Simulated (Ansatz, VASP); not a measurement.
# Hf (Hafnium) in two plane-wave programs, part 2 of 2

Wanted: the spread between two codes on one cell, functional and k mesh. The cell is taken from a series of runs on this material, whose earlier steps may have relaxed, scaled, displaced or heated it; both programs get it as it stands.

VASP 6.6.1 and Ansatz 0.2.0.

So far: The starting structure; VASP: zone-centre phonons, LDA.

**3. Ansatz: zone-centre phonons, LDA**

Level of this step: Ansatz beside VASP: Kohn-Sham DFT, plane waves, LDA (Ansatz).

Ansatz runs on its PAW soft_1 files.

The same cell, functional (in two slightly different forms), mesh and smearing now go to Ansatz, which takes its cutoff from its data sets.

input.yaml

```yaml
crystal:
  lattice:
    - [3.0750806365, 0.0, 0.0]
    - [-1.5375403183, 2.6630979499, 0.0]
    - [0.0, 0.0, 4.8833160014]
  atoms:
    - { symbol: Hf, position: [0.3333333333, 0.6666666667, 0.25] }
    - { symbol: Hf, position: [0.6666666667, 0.3333333333, 0.75] }
kpoints:
  mp_grid: { grid: [15, 15, 8] }
hamiltonian:
  xc: lda
  pseudopotentials: { kind: paw, azcp: { folder: soft_1 }, xc_functional: pbe }
scf:
  occupations: { method: methfessel_paxton, width: 0.2 }
output:
  eigenvalues: true
phonons:
  method: dfpt
```

The run is started by

```console
$ ansatz run input.yaml --threads 4 --pin off --max-ram 10240MiB --backend cpu --events-out ev --progress --plain --runs-dir out
```

Numbers of over 12 decimals in the logs are rounded to 6 here.

The log of the run:

```text
zone centre: on kpoints.mp_grid the ground state, and the responses unless they are solved on pairs of k-points, stand on 320 of the mesh's 1800 k-points, reduced under 4 symmetry operations, with k and −k counted as one. Each operation leaves every solved displacement unchanged or reverses it
Engine: ansatz 0.2.0, x86_64-unknown-linux-gnu
Pseudopotentials: kind: paw
Pseudopotential: Hf, paw, valence charge 26, recommended cutoff 420 eV (normal), soft_1/Hf.paw.azcp
Functional definition: SPW92
  exchange = slater_x
  correlation = pw_c
Crystal: 2 atoms, lattice volume = 39.991 Å³
Basis set: ecut = 420 eV, 773 PW (Γ), exchange–correlation on 48×48×72 points (8 copies of the dense FFT grid, shifted against one another)
Bands: 32, of which v1, the nominal top of the filled ones, is band 26 counted from 1 (25 counted from 0)
Symmetry: 24 space group operations
k-points: 320 of 1800 (irreducible under 4 space group operations, time reversal used)
Non-local potential: Hf, projectors of the file, l = 0: 3, l = 1: 2, l = 2: 2, l = 3: 3
PAW form: soft (Blöchl's): semilocal exchange-correlation on the pseudo side does not see the compensation charge
PAW frozen core: Hf, regenerated for the run's functional, and the local potential with it (the file was generated under x = pbe(κ = 0.804, μ = 0.219515), c = pbe(β = 0.066725))
PAW one-centre angular grid: Hf, 590 points (default); XC on 64 Gauss nodes
Initial density: superposition of atomic densities (chi_scale 0.1, normalization cell)
Initial wavefunctions: pseudopotential atomic-orbital guess
Functional: x = slater, c = lda
SCF iter   1: F=—  HF=-30955.173750 eV  |F-HF|=—  |Δ(HF+E_count)|=         —  Δρ=3.47e-2  dr2=5.45e-1  ethr=3.10e-3  ⟨swp⟩=5.3  Hψ=35371  notcnv=0
preconditioner: auto → Kerker (q_TF=auto, 2.850 Å⁻¹)  [metal: Δε(μ)=0.018 eV  Ē_g=17.016 eV  σ=0.200 eV  W_gap=0.08  n_scr=22 (ndim 8)  ℏωp=40.7 eV  f_vac=0.000  D(μ)=1.37/eV (n_scr^D=8)]
SCF iter   2: F=—  HF=-30955.043518 eV  |F-HF|=—  |Δ(HF+E_count)|=   1.30e-1  S|Δr|=    0.00e0  Δρ=2.13e-2  dr2=2.06e-1  ethr=1.05e-3  ⟨swp⟩=2.7  Hψ=19681  notcnv=0  defer=57
SCF iter   3: F=—  HF=-30954.992420 eV  |F-HF|=—  |Δ(HF+E_count)|=   5.11e-2  S|Δr|=    0.00e0  Δρ=8.33e-3  dr2=3.15e-2  ethr=3.96e-4  ⟨swp⟩=2.0  Hψ=15969  notcnv=0  defer=72
SCF iter   4: F=—  HF=-30954.957463 eV  |F-HF|=—  |Δ(HF+E_count)|=   3.50e-2  S|Δr|=    0.00e0  Δρ=3.25e-3  dr2=2.01e-3  ethr=6.05e-5  ⟨swp⟩=2.0  Hψ=18429  notcnv=0  defer=72
SCF iter   5: F=—  HF=-30954.958341 eV  |F-HF|=—  |Δ(HF+E_count)|=   8.78e-4  S|Δr|=    0.00e0  Δρ=6.39e-4  dr2=1.41e-4  ethr=3.86e-6  ⟨swp⟩=2.8  Hψ=17690  notcnv=0  defer=72
SCF iter   6: F=—  HF=-30954.958474 eV  |F-HF|=—  |Δ(HF+E_count)|=   1.33e-4  S|Δr|=    0.00e0  Δρ=1.29e-4  dr2=5.33e-6  ethr=2.72e-7  ⟨swp⟩=2.1  Hψ=18475  notcnv=0  defer=72
SCF iter   7: F=—  HF=-30954.958486 eV  |F-HF|=—  |Δ(HF+E_count)|=   1.19e-5  S|Δr|=    0.00e0  Δρ=2.62e-5  dr2=2.90e-7  ethr=1.03e-8  ⟨swp⟩=2.4  Hψ=18604  notcnv=0  defer=72
SCF iter   8: F=—  HF=-30954.958484 eV  |F-HF|=—  |Δ(HF+E_count)|=   2.20e-6  S|Δr|=    0.00e0  Δρ=5.03e-6  dr2=1.09e-8  ethr=5.57e-10  ⟨swp⟩=2.5  Hψ=18122  notcnv=0  defer=162
SCF iter   9: F=—  HF=-30954.958484 eV  |F-HF|=—  |Δ(HF+E_count)|=   4.28e-9  S|Δr|=    0.00e0  Δρ=8.66e-7  dr2=2.33e-10  ethr=2.09e-11  ⟨swp⟩=2.3  Hψ=17704  notcnv=0  defer=162
SCF iter  10: F=—  HF=-30954.958484 eV  |F-HF|=—  |Δ(HF+E_count)|=  2.55e-11  S|Δr|=    0.00e0  Δρ=2.01e-7  dr2=1.09e-11  ethr=1.00e-12  ⟨swp⟩=2.6  Hψ=16286  notcnv=0  defer=162
SCF iter  11: F=-30954.958484 eV  HF=-30954.958484 eV  |F-HF|=0.00e0  |Δ(HF+E_count)|=  7.28e-12  S|Δr|=    0.00e0  Δρ=4.51e-8  dr2=3.95e-13  ethr=1.00e-12  ⟨swp⟩=10.8  Hψ=61854  notcnv=0
SCF 1 converged in 11 iterations: F = -30954.958484 eV  dr2 = 3.95e-13
  greatest PAW one-centre occupation: 0.998 electrons in one spin orbital (limit 2), on the Hf atom at site 1 (counted from 0), in its partial waves of l = 3
DFPT response loops at Γ: preconditioner auto → Kerker (q_TF=auto, 2.850 Å⁻¹) (partly filled bands, converged f_vac=0.000); β = 1.00, the filter's whole step (`scf.mixing.beta` (0.50) is not read by the response loops under this deck's `scf.mixing.preconditioner`; to damp them name `kerker` or `kerker_dos`, under which they read `scf.mixing.beta`, and type it under 1.00, their step now; both keys bind the ground state too); Broyden in place of MSR1
SCF converged after 11 iterations
Stability not checked: this state was not tested for a lower state beside it, because cold or Methfessel-Paxton smearing, or corrected tetrahedra, fill the levels in a way that the test cannot read (fill_not_monotonic; see scf.lower_state_search)
Free energy (F): -30954.958484 eV
Harris-Foulkes:  -30954.958484 eV  (|F-HF|=0.00e0)
Internal energy: -30954.960786 eV  (E = F + TS)
E sigma→0 (E₀):  -30954.959059 eV
Entropy (-TS):   0.002302 eV (1.151 meV/atom)
Fermi energy:    20.212633 eV
--- Per-component energies (eV) ---
  E_band       = 96.131319
  E_kinetic    = 828.726851
  E_local      = -12041.027092  (includes V_loc(G=0)·N_el)
  E_nonlocal   = 142.735623
  E_hartree    = 5907.047363
  E_xc         = -532.381442
  E_vxc        = -514.498528  (∫ρ·V_xc dr)
  E_paw        = -14908.151925  (= ΣΔE_a)
  E_vpaw       = -133.900481  (= ΣTr[D̂ρ^β])
  E_aug_tail   = 0.000228  (compensation charges beyond the density's cutoff)
  E_ewald      = -10356.824568
  E_core_change = 4.914176  (= ΣΔE_core)
  E_smearing   = 0.002302  (= −TS)
  E_closure    = -0.000000  (closes the sum)
  Σ components = -30954.958484   (vs F -30954.958484, Δ=0.00e0)
--- Band table (eV; the first three rows and the last of 320) ---
  k-point 0: bands = [... 22 lower, 12.4653, 16.0931, 21.3098, 21.3098, 21.3750, 21.5867, 22.2413, 22.2413, ... 2 higher]
  k-point 1: bands = [... 22 lower, 12.6301, 16.0516, 21.0942, 21.2182, 21.2182, 21.4504, 22.1066, 22.1066, ... 2 higher]
  k-point 2: bands = [... 22 lower, 13.1025, 15.8607, 20.5419, 21.0864, 21.0864, 21.0902, 21.7912, 21.7912, ... 2 higher]
  k-point 319: bands = [... 22 lower, 17.0917, 17.0917, 19.3463, 19.3463, 20.1811, 20.1811, 22.5059, 22.5059, ... 2 higher]
--- Phonons (Γ-DFPT): 2 representative perturbations + reference, on 320 of 1800 k-points (Σ response iterations 6) ---
  k mesh reduced under 4 symmetry operations, with k and −k counted as one. Each operation leaves every solved displacement unchanged or reverses it
  ASR residual: 3.008e-5 → 0.000e0 eV/Å²; symmetrization residual: 1.482e-9 eV/Å²
  ASR residual per site (eV/Å²): 3.01e-5 3.01e-5
  Γ frequencies (cm⁻¹): 0.00 0.00 0.00 68.81 68.81 128.60
  non-analytic LO–TO correction: not included (Born effective charges unavailable; polar crystals: no LO–TO splitting at Γ)
```

Reading the cycles: dr2 is the Hartree energy of the density residual (eV), the measure of convergence; HF is the Harris–Foulkes estimate of the energy, which meets the free energy F at convergence.

**4. Differences**

Known differences besides the potentials themselves: the two LDA forms differ slightly; the data sets hold 52 valence electrons in Ansatz (on its PAW soft_1 files) and 20 in VASP; the cutoff is 420 eV in Ansatz and 500 eV in VASP; VASP's log shows a relativistic correction to its local exchange, Ansatz's none. Total energies have different zeros and are not compared.

The two programs side by side:

```csv
quantity,Ansatz,VASP,difference
optical mode 1 to 2 (cm⁻¹),68.8,68.0,+1.25 %
optical mode 3 (cm⁻¹),128.6,128.9,-0.23 %
```

Modes are paired by rising frequency, not by their patterns, so a pair may set unlike modes beside each other; they are those without the splitting of longitudinal modes.

**5. Results**

* r.m.s. difference of the optical zone-centre modes, each program's sorted by frequency (zone-centre phonons, LDA): 0.71 cm⁻¹
* difference in optical mode 1 to 2 (zone-centre phonons, LDA): +1.2 %

**Reading.** The r.m.s. difference of the optical zone-centre modes, each program's sorted by frequency is 0.71 cm⁻¹ (zone-centre phonons, LDA). The data sets hold unlike numbers of valence electrons (52 in Ansatz and 20 in VASP), so part of the differences comes from the potentials. Among the rows given in per cent, the largest difference of the zone-centre phonons, LDA pair is in optical mode 1 to 2, +1.2 %. How closely two codes agree says nothing of how well the functional describes the real material.

[Lines on the potential files, build, host, timing and source positions are cut from VASP's logs without a mark.]

[Logs are printed without paths, hosts, clocks, repeated set-up lines and the standing remarks that a program may print on its own settings, such as how far it seeks lower states.]

[Hosts, paths, dates, database ids (printed as entryN), source tags and the programs' standing remarks are cut or masked in the printed files.]
